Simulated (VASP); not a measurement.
Wanted: the native input for a VASP 6.6.1 run.

```yaml
Task: single point
Functional: BLYP
Dispersion: D3(BJ)
Potentials_or_basis: VASP PAW PBE potentials, release 64 (F, Al, Se, H)
Cutoff: 520 eV
k_mesh: 1 × 1 × 1
Occupations: gaussian, width 0.01 eV
Spin: no spin polarisation
Further_INCAR_settings: ALGO = Normal; EDIFF = 1e-07
```

The structure of FAlSeH2 lies in POSCAR:

```
AlH2SeF
1.0
   12.0000000000      0.0000000000      0.0000000000
    0.0000000000     13.0000000000      0.0000000000
    0.0000000000      0.0000000000     13.0000000000
F Al Se H
1 1 1 2
Direct
    0.4051041700      0.4549846200      0.6203846200
    0.4737625000      0.4686230800      0.5115769200
    0.5537958300      0.6272461500      0.4844461500
    0.4810291700      0.3759846200      0.4343692300
    0.5970625000      0.5915000000      0.3848461500
```

One way to write it, as run:

INCAR

```
  AGGAC = 1.0
  AGGAX = 1.0
  ALDAC = 0.0
  ALDAX = 1.0
  ALGO = Normal
  EDIFF = 1E-7
  ENCUT = 520
  GGA = B5
  ISIF = 2
  ISMEAR = 0
  IVDW = 12
  LASPH = True
  LCHARG = False
  LREAL = False
  LWAVE = False
  NELM = 60
  PREC = Accurate
  SIGMA = 0.01
  VDW_A1 = 0.4298
  VDW_A2 = 4.2359
  VDW_S6 = 1.0
  VDW_S8 = 2.6996
```

KPOINTS

```
k-points
0
Gamma
  1 1 1
```

Potentials or basis: VASP PAW PBE potentials, release 64 (F, Al, Se, H).

Launch:

```bash
$ cat potpaw_PBE.64/F/POTCAR potpaw_PBE.64/Al/POTCAR potpaw_PBE.64/Se/POTCAR potpaw_PBE.64/H/POTCAR > POTCAR
$ mpirun -np 1 vasp_gam > vasp.out
```

It gave:

```
Largest force                   : 0.763 eV/Å
Gap between the frontier levels : 4.60 eV
Dispersion energy per atom      : -0.038 eV
```

Caveat: the PAW data sets were made with another functional, which shifts forces and pressure a little.

Run time: 6.2 min on 1 thread of Intel(R) Xeon(R) Platinum 8375C CPU @ 2.90GHz (Ice Lake), with other jobs on the host, peak memory 1.5 GiB.
